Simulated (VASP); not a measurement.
**P: band structure with PBE+D3(BJ)**

P:

```
CELL_PARAMETERS angstrom
1.66044 -5.09683 0.00000
1.66044 5.09683 0.00000
0.00000 0.00000 4.16613
ATOMIC_POSITIONS crystal
P 0.89372 0.10628 0.07215
P 0.60628 0.39372 0.57215
P 0.10628 0.89372 0.92785
P 0.39372 0.60628 0.42785
```

| Property | Result |
| --- | --- |
| Program | VASP 6.6.1 |
| Task | band structure |
| Functional | PBE |
| Dispersion | D3(BJ) |
| Potentials or basis | VASP PAW PBE potentials, release 64 (P_h) |
| Cutoff | 900 eV |
| k mesh | 10 × 10 × 8 |
| Occupations | gaussian, width 0.02 eV |
| Spin | no spin polarisation |
| Further INCAR settings | ALGO = Normal; EDIFF = 1e-07; NBANDS = 18 |

The band gap along the path is none (metal or under the smearing width) and the dispersion energy per atom is -0.398 eV.

Levels at the corners of the path, in eV from the Fermi level:
```tsv
point	band 7	band 8	band 9	band 10	band 11	band 12	band 13	band 14
Γ	-4.16	-2.94	-2.74	-1.43	0.96	1.16	1.82	3.38
X	-3.70	-3.28	-2.91	-2.18	0.50	0.61	1.16	1.76
X	-3.70	-3.28	-2.91	-2.18	0.50	0.61	1.16	1.76
S	-3.27	-3.27	-2.72	-2.72	0.74	0.74	1.02	1.02
S	-3.27	-3.27	-2.72	-2.72	0.74	0.74	1.02	1.02
R	-5.83	-5.83	-2.16	-2.16	1.54	1.54	4.67	4.67
R	-5.83	-5.83	-2.16	-2.16	1.54	1.54	4.67	4.67
A	-4.79	-4.79	-2.21	-2.21	2.01	2.01	4.08	4.08
A	-4.79	-4.79	-2.21	-2.21	2.01	2.01	4.08	4.08
Z	-3.17	-3.17	-0.94	-0.94	1.40	1.40	2.15	2.15
Z	-3.17	-3.17	-0.94	-0.94	1.40	1.40	2.15	2.15
Γ	-4.16	-2.94	-2.74	-1.43	0.96	1.16	1.82	3.38
Γ	-4.16	-2.94	-2.74	-1.43	0.96	1.16	1.82	3.38
Y	-4.44	-2.25	-1.87	-0.43	0.41	0.59	2.39	3.09
Y	-4.44	-2.25	-1.87	-0.43	0.41	0.59	2.39	3.09
X1	-3.70	-3.28	-2.91	-2.18	0.50	0.61	1.16	1.76
X1	-3.70	-3.28	-2.91	-2.18	0.50	0.61	1.16	1.76
A1	-4.79	-4.79	-2.21	-2.21	2.01	2.01	4.08	4.08
A1	-4.79	-4.79	-2.21	-2.21	2.01	2.01	4.08	4.08
T	-2.49	-2.49	-1.32	-1.32	1.26	1.26	2.67	2.67
T	-2.49	-2.49	-1.32	-1.32	1.26	1.26	2.67	2.67
Y	-4.44	-2.25	-1.87	-0.43	0.41	0.59	2.39	3.09
Z	-3.17	-3.17	-0.94	-0.94	1.40	1.40	2.15	2.15
T	-2.49	-2.49	-1.32	-1.32	1.26	1.26	2.67	2.67
```

Run time: 9.7 min on 1 thread of Intel(R) Xeon(R) Platinum 8488C (Sapphire Rapids), on a shared host, peak memory 0.54 GiB.

Caveat: the log is that of the step along the path at fixed density, whose energy, stress, charges and moments have no meaning.
